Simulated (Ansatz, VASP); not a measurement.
**GaN in two plane-wave programs**

One calculation is typed for both programs; each brings its own data sets. How far apart do they land? The cell is taken from a series of runs on this material, whose earlier steps may have relaxed, scaled, displaced or heated it; both programs get it as it stands.

Method: plane waves, with VASP 6.6.1 beside it; single point at LDA, in Ansatz 0.2.0.

### Step 1. The structure

Symmetry: F-43m, No. 216, cubic system. The conventional cell has a = 4.507 Å, b = 4.507 Å, c = 4.507 Å, α = 90.00°, β = 90.00°, γ = 90.00°. Ga has 4 N at 1.95 Å nearest. Nearest to N lie 4 Ga at 1.95 Å. Farther neighbours and most contacts between anions are not listed.

Coordinates:

```cif
data_structure
_symmetry_space_group_name_H-M 'P 1'
_symmetry_Int_Tables_number 1
_cell_length_a 3.1869
_cell_length_b 3.1869
_cell_length_c 3.1869
_cell_angle_alpha 60.000
_cell_angle_beta 60.000
_cell_angle_gamma 60.000
_cell_volume 22.89
loop_
_atom_site_label
_atom_site_type_symbol
_atom_site_fract_x
_atom_site_fract_y
_atom_site_fract_z
_atom_site_occupancy
Ga1 Ga 0.00000 0.00000 0.00000 1
N2 N 0.75000 0.75000 0.75000 1
```

### Step 2. Ansatz: single point, LDA

Ansatz runs on its PAW soft_1 files.

With cell and atoms fixed, the geometry can't cause a difference; cores, projectors, grids and the points listed under the comparison can.

File input.yaml:

```yaml
crystal:
  lattice:
    - [0.0, 2.2535006075, 2.2535006075]
    - [2.2535006075, 0.0, 2.2535006075]
    - [2.2535006075, 2.2535006075, 0.0]
  atoms:
    - { symbol: Ga, position: [0.0, 0.0, 0.0] }
    - { symbol: "N", position: [0.75, 0.75, 0.75] }
kpoints:
  mp_grid: { grid: [8, 8, 8] }
  band_path:
    path:
      - [0.0, 0.0, 0.0]
      - [-0.5, -0.5, 0.0]
      - [-0.375, -0.375, 0.25]
      - [-0.375, 0.0, 0.375]
      - [0.0, 0.0, 0.5]
      - [-0.5, -0.25, 0.25]
    npoints: 1
hamiltonian:
  xc: lda
  pseudopotentials: { kind: paw, azcp: { folder: soft_1 }, xc_functional: pbe }
scf:
  occupations: { method: fixed }
  n_extra_bands: 4
output:
  eigenvalues: true
```

Launch:

```bash
ansatz run input.yaml --threads 3 --pin off --max-ram 92160MiB --backend cuda --events-out ev --progress --plain --runs-dir out --devices 1 --max-vram 13GiB
```

Numbers of over 12 decimals in the logs are rounded to 6 here.

What it wrote:

```text
scf.n_extra_bands = 4 over 9 filled bands (N_el = 18.0): the run solves 13 bands
GPUs: using 1 of 1 available (devices: 1).
Engine: ansatz 0.2.0, x86_64-unknown-linux-gnu
Pseudopotentials: kind: paw
Pseudopotential: Ga, paw, valence charge 13, recommended cutoff 420 eV (normal), soft_1/Ga.paw.azcp
Pseudopotential: N, paw, valence charge 5, recommended cutoff 420 eV (normal), soft_1/N.paw.azcp
Functional definition: SPW92
  exchange = slater_x
  correlation = pw_c
device memory: the entry about to start is reckoned to put 0.6 GiB on a device that reports 53.8 GiB free (of which the cap on the GPU budget leaves the run 13.0 GiB)
GPU FFT provider: cuFFT
GPU libraries: cuBLAS 13.8.2, cuFFT 12.4.0, cuSOLVER 12.3.4
Crystal: 2 atoms, lattice volume = 22.888 Å³
Basis set: ecut = 420 eV, 459 PW (Γ)
Bands: 13, of which v1, the nominal top of the filled ones, is band 9 counted from 1 (8 counted from 0)
Symmetry: 24 space group operations
Space group: F-43m (ITA 216), of the structure as read, at distance tolerance 2.8e-5 Å
k-points: 29 of 512 (time reversal used)
Non-local potential: Ga, projectors of the file, l = 0: 2, l = 1: 2, l = 2: 3, l = 3: 1
Non-local potential: N, projectors of the file, l = 0: 2, l = 1: 2, l = 2: 1
PAW form: soft (Blöchl's): semilocal exchange-correlation on the pseudo side does not see the compensation charge
PAW frozen core: Ga, regenerated for the run's functional, and the local potential with it (the file was generated under x = pbe(κ = 0.804, μ = 0.219515), c = pbe(β = 0.066725))
PAW frozen core: N, regenerated for the run's functional, and the local potential with it (the file was generated under x = pbe(κ = 0.804, μ = 0.219515), c = pbe(β = 0.066725))
PAW one-centre angular grid: Ga, 590 points (default); XC on 64 Gauss nodes
PAW one-centre angular grid: N, 110 points (default); XC on 64 Gauss nodes
Initial density: superposition of atomic densities (chi_scale 0.1, normalization cell, long waves kept (reshape's long-wave potential 0.00 eV rms))
Initial wavefunctions: pseudopotential atomic-orbital guess
GPU buffer pool allocated for 13824 grid points (all kernels)
GPU transforms: local potential and band sums: pruned to the plane-wave sphere, on 24×24×24
Functional: x = slater, c = lda
SCF iter   1: F=—  HF=-4082.668520 eV  |F-HF|=—  |Δ(HF+E_count)|=         —  Δρ=1.02e-1  dr2=2.07e0  ethr=3.10e-3  ⟨swp⟩=4.0  Hψ=1728  notcnv=0  defer=43
preconditioner: auto → none  [insulator: Δε(μ)=2.583 eV  Ē_g=19.055 eV  n_scr=8 (ndim 8)  ℏωp=32.9 eV  f_vac=0.000  ε∞_Penn≈4.0]
SCF iter   2: F=—  HF=-4082.199951 eV  |F-HF|=—  |Δ(HF+E_count)|=   4.69e-1  Δρ=5.75e-2  dr2=4.74e-1  ethr=3.10e-3  ⟨swp⟩=2.1  Hψ=862  notcnv=0  defer=12
SCF iter   3: F=—  HF=-4082.083020 eV  |F-HF|=—  |Δ(HF+E_count)|=   1.17e-1  Δρ=1.88e-2  dr2=4.20e-2  ethr=2.63e-3  ⟨swp⟩=2.0  Hψ=684  notcnv=0  defer=56
SCF iter   4: F=—  HF=-4082.073751 eV  |F-HF|=—  |Δ(HF+E_count)|=   9.27e-3  Δρ=7.70e-3  dr2=5.86e-3  ethr=2.33e-4  ⟨swp⟩=2.0  Hψ=667  notcnv=0  defer=56
SCF iter   5: F=—  HF=-4082.071003 eV  |F-HF|=—  |Δ(HF+E_count)|=   2.75e-3  Δρ=8.97e-4  dr2=5.39e-5  ethr=3.26e-5  ⟨swp⟩=2.0  Hψ=674  notcnv=0  defer=56
SCF iter   6: F=—  HF=-4082.071002 eV  |F-HF|=—  |Δ(HF+E_count)|=   1.02e-6  Δρ=1.34e-4  dr2=1.74e-6  ethr=3.00e-7  ⟨swp⟩=2.0  Hψ=580  notcnv=0  defer=19
SCF iter   7: F=-4082.071002 eV  HF=-4082.071002 eV  |F-HF|=1.30e-8  |Δ(HF+E_count)|=   1.50e-7  Δρ=1.81e-5  dr2=3.28e-8  ethr=5.56e-10  ⟨swp⟩=3.2  Hψ=1896  notcnv=0
SCF 1 converged in 7 iterations: F = -4082.071002 eV  dr2 = 3.28e-8
  greatest PAW one-centre occupation: 0.996 electrons in one spin orbital (limit 2), on the Ga atom at site 0 (counted from 0), in its partial waves of l = 2
device memory: the entry about to start is reckoned to put 0.7 GiB on a device that reports 57.9 GiB free (of which the cap on the GPU budget leaves the run 13.0 GiB)
NSCF: frozen V_eff on 6 k-points
SCF converged after 7 iterations
Free energy (F): -4082.071002 eV
Harris-Foulkes:  -4082.071002 eV  (|F-HF|=1.30e-8)
Internal energy: -4082.071002 eV  (E = F + TS)
E sigma→0 (E₀):  -4082.071002 eV
Fermi energy:    9.268753 eV
--- Per-component energies (eV) ---
  E_band       = -13.276475
  E_kinetic    = 240.319361
  E_local      = -1417.502917  (includes V_loc(G=0)·N_el)
  E_nonlocal   = -51.954487
  E_hartree    = 893.130052
  E_xc         = -121.311601
  E_vxc        = -130.752951  (∫ρ·V_xc dr)
  E_paw        = -2039.125737  (= ΣΔE_a)
  E_vpaw       = -439.648855  (= ΣTr[D̂ρ^β])
  E_aug_tail   = 0.000756  (compensation charges beyond the density's cutoff)
  E_ewald      = -1587.434954
  E_core_change = 1.808525  (= ΣΔE_core)
  E_smearing   = -0.000000  (= −TS)
  E_closure    = -0.000000  (closes the sum)
  Σ components = -4082.071002   (vs F -4082.071002, Δ=0.00e0)
--- Band table (eV; the first three rows and the last of 29) ---
  k-point 0: bands = [... 5 lower, -3.9988, 9.2688, 9.2688, 9.2688, 11.0046, 19.3935, 19.3935, 19.3935]
  k-point 1: bands = [... 5 lower, -4.0005, 7.7470, 9.1048, 9.1048, 12.1294, 18.6821, 19.6319, 19.6319]
  k-point 2: bands = [... 5 lower, -3.9137, 5.4015, 8.7414, 8.7414, 13.2792, 17.8813, 19.8602, 19.8602]
  k-point 28: bands = [... 5 lower, -1.8289, 3.4907, 5.5310, 5.5819, 15.3895, 17.4967, 19.4212, 20.1804]
```

In the SCF lines HF is the Harris–Foulkes energy and dr2 the Hartree energy of the density residual, in eV; the loop may stop once dr2 is under the threshold and the program's other checks hold. Hψ counts applications of the Hamiltonian.

### Step 3. VASP: single point, LDA

The same cell, functional (in two slightly different forms) and mesh now go to VASP, with its own data sets.

Lines of VASP's logs that name or quote its potential files are left out, and so is its time.

File INCAR:

```
SYSTEM = GaN
PREC = Accurate
ENCUT = 520
EDIFF = 1E-06
NELM = 120
ISMEAR = 0
SIGMA = 0.01
LREAL = .FALSE.
ALGO = Normal
GGA = PW92
NBANDS = 15
LORBIT = 11
LWAVE = .FALSE.
LCHARG = .FALSE.
ISIF = 2
LASPH = .TRUE.
GGA_COMPAT = .FALSE.
EFERMI = MIDGAP
```

File POSCAR:

```
GaN
1.0
    0.0000000000      2.2535006075      2.2535006075
    2.2535006075      0.0000000000      2.2535006075
    2.2535006075      2.2535006075      0.0000000000
Ga N
1 1
Direct
    0.0000000000      0.0000000000      0.0000000000
    0.7500000000      0.7500000000      0.7500000000
```

File KPOINTS:

```
Automatic mesh
0
Gamma
8 8 8
0 0 0
```

PAW data sets: Ga_d and N (LDA family, release 64).

Launch:

```bash
mpirun -np 1 vasp_std
```

What it wrote:

```text
[banner, memory and clock lines left out]
running    1 mpi-ranks, on    1 nodes
 distrk:  each k-point on    1 cores,    1 groups
 distr:  one band on    1 cores,    1 groups

 POSCAR found type information on POSCAR GaN
 POSCAR found :  2 types and       2 ions
|                                                                             |
|               ----> ADVICE to this user running VASP <----                  |
|                                                                             |
|     You enforced a specific xc type in the INCAR file but a different       |
|     [... a line on the potential file left out ...]
|     I HOPE YOU KNOW WHAT YOU ARE DOING!                                     |
|                                                                             |

 LDA part: xc-table for (Slater(with rela. corr.)+PW92), standard interpolation
 POSCAR, INCAR and KPOINTS ok, starting setup
 FFT: planning ... GRIDC
 FFT: planning ... GRID_SOFT
 FFT: planning ... GRID
 WAVECAR not read
 entering main loop
       N       E                     dE             d eps       ncg     rms          rms(c)
DAV:   1     0.809276066271E+02    0.80928E+02   -0.94449E+03   957   0.215E+03
DAV:   2    -0.995007034429E+01   -0.90878E+02   -0.85580E+02   954   0.336E+02
DAV:   3    -0.158965335486E+02   -0.59465E+01   -0.59144E+01  1024   0.737E+01
DAV:   4    -0.159609030733E+02   -0.64370E-01   -0.64363E-01  1075   0.804E+00
DAV:   5    -0.159617903326E+02   -0.88726E-03   -0.88725E-03  1038   0.903E-01    0.750E+00
DAV:   6    -0.139975266662E+02    0.19643E+01   -0.52664E+00  1305   0.429E+01    0.269E+00
DAV:   7    -0.139674318714E+02    0.30095E-01   -0.25625E-01  1004   0.651E+00    0.168E+00
DAV:   8    -0.139431940379E+02    0.24238E-01   -0.77725E-02   968   0.297E+00    0.745E-01
DAV:   9    -0.139395235750E+02    0.36705E-02   -0.12302E-02  1175   0.233E+00    0.231E-01
DAV:  10    -0.139396866656E+02   -0.16309E-03   -0.15455E-03  1101   0.549E-01    0.112E-01
DAV:  11    -0.139395831710E+02    0.10349E-03   -0.32332E-04  1309   0.347E-01    0.236E-02
DAV:  12    -0.139395852473E+02   -0.20763E-05   -0.22677E-05   954   0.490E-02    0.682E-03
DAV:  13    -0.139395851744E+02    0.72872E-07   -0.60090E-07   645   0.124E-02
   1 F= -.13939585E+02 E0= -.13939585E+02  d E =0.000000E+00
```

Parts of OUTCAR (step 3):

```text
ion  position               nearest neighbor table
   1  0.000  0.000  0.000-   2 1.95   2 1.95   2 1.95   2 1.95
   2  0.750  0.750  0.750-   1 1.95   1 1.95   1 1.95   1 1.95

  LATTYP: Found a face centered cubic cell.
 ALAT       =     4.5070012150

 Subroutine GETGRP returns: Found 24 space group operations
 (whereof 24 operations were pure point group operations)

The static configuration has the point symmetry T_d .

 Found     29 irreducible k-points:

   k-points           NKPTS =     29   k-points in BZ     NKDIM =     29   number of bands    NBANDS=     15

   dimension x,y,z NGX =    24 NGY =   24 NGZ =   24
   dimension x,y,z NGXF=    48 NGYF=   48 NGZF=   48

   ENCUT  =  520.0 eV  38.22 Ry    6.18 a.u.   5.93  5.93  5.93*2*pi/ulx,y,z

   NELECT =      18.0000    total number of electrons

 k-points in reciprocal lattice and weights: Automatic mesh
   0.00000000  0.00000000  0.00000000       0.002
   0.12500000  0.00000000  0.00000000       0.016
   0.25000000  0.00000000  0.00000000       0.016
   0.37500000  0.00000000  0.00000000       0.016
   0.50000000  0.00000000  0.00000000       0.008
   0.12500000  0.12500000  0.00000000       0.012
   0.25000000  0.12500000  0.00000000       0.047
   0.37500000  0.12500000  0.00000000       0.047
   0.50000000  0.12500000  0.00000000       0.047
[...]
-0.37500000  0.50000000  0.12500000       0.023
  -0.25000000  0.50000000  0.25000000       0.012

 average (electrostatic) potential at core
       1 -64.7654       2 -62.0089

 E-fermi :   5.9056

 k-point     1 :       0.0000    0.0000    0.0000
  band No.  band energies     occupation
    ...
      5      -8.2091      2.00000
      6      -8.2091      2.00000
      7       5.0306      2.00000
      8       5.0306      2.00000
      9       5.0306      2.00000
     10       6.7805      0.00000
     11      15.1447      0.00000
     12      15.1447      0.00000
     13      15.1447      0.00000
     14      22.3452      0.00000
    ...

 k-point     2 :       0.1250    0.0000    0.0000
  band No.  band energies     occupation
    ...
      5      -8.2107      2.00000
      6      -8.2107      2.00000
      7       3.5122      2.00000
      8       4.8664      2.00000
      9       4.8664      2.00000
     10       7.9020      0.00000
     11      14.4402      0.00000
     12      15.3838      0.00000
     13      15.3838      0.00000
     14      22.1127      0.00000
    ...

 k-point     3 :       0.2500    0.0000    0.0000
  band No.  band energies     occupation
    ...
      5      -8.2043      2.00000
      6      -8.1314      2.00000
      7       1.1668      2.00000
      8       4.5036      2.00000
      9       4.5036      2.00000
     10       9.0514      0.00000
     11      13.6445      0.00000
     12      15.6160      0.00000
     13      15.6160      0.00000
     14      20.8509      0.00000
    ...

  Total       -0.8146076     -0.8146076     -0.8146076      0.0000000      0.0000000      0.0000000
  in kB      -57.0237824    -57.0237824    -57.0237824      0.0000000      0.0000000      0.0000000
  external PRESSURE =     -57.0237824 kB  Pullay stress =       0.0000000 kB

  energy-cutoff  :      520.00
  volume of cell :       22.89
      direct lattice vectors                 reciprocal lattice vectors
     0.000000000  2.253500607  2.253500607    -0.221877020  0.221877020  0.221877020
     2.253500607  0.000000000  2.253500607     0.221877020 -0.221877020  0.221877020
     2.253500607  2.253500607  0.000000000     0.221877020  0.221877020 -0.221877020

 POSITION                                       TOTAL-FORCE (eV/Angst)
 -----------------------------------------------------------------------------------
      0.00000      0.00000      0.00000        -0.000000     -0.000000     -0.000000
      3.38025      3.38025      3.38025         0.000000      0.000000      0.000000
 -----------------------------------------------------------------------------------
    total drift:                               -0.000002     -0.000002     -0.000002

  FREE ENERGIE OF THE ION-ELECTRON SYSTEM (eV)
  ---------------------------------------------------
  free  energy   TOTEN  =       -13.9395851744 eV

  energy  without entropy=      -13.9395851744  energy(sigma->0) =      -13.93958517

 total charge
# of ion       s       p       d       tot
------------------------------------------
    1        0.799   0.910  10.176  11.884
    2        1.210   2.485   0.000   3.695
--------------------------------------------------
tot          2.009   3.394  10.176  15.579

[... 3 further parts left out ...]
```

The run ends at a pressure of -5.70 GPa.

### Step 4. Differences

Known differences besides the potentials themselves: fixed occupations in Ansatz, narrow Gaussian smearing in VASP; the cutoff is 420 eV in Ansatz and 520 eV in VASP; VASP's log shows a relativistic correction to its local exchange, Ansatz's none. Total energies have different zeros and are not compared.

The two programs side by side:

| quantity | Ansatz | VASP | difference |
| --- | --- | --- | --- |
| gap on the k mesh (eV) | 1.736 | 1.750 | -0.014 |

A gap on the mesh is an upper bound, since the band edges may lie between its points.

### Step 5. Summary of results

| Quantity | Value |
| --- | --- |
| difference in gap on the k mesh (single point, LDA) | -0.014 eV |

In words: The difference in gap on the k mesh is -0.014 eV (single point, LDA), within the 0.08 eV picked in this series as the mark of a large difference. How closely two codes agree says nothing of how well the functional describes the real material.

[Lines on the potential files, build, host, timing and source positions are cut from VASP's logs without a mark.]

[Logs are printed without paths, hosts, clocks, repeated set-up lines and the standing remarks that a program may print on its own settings, such as how far it seeks lower states.]

[Hosts, paths, dates, database ids (printed as entryN), source tags and the programs' standing remarks are cut or masked in the printed files.]
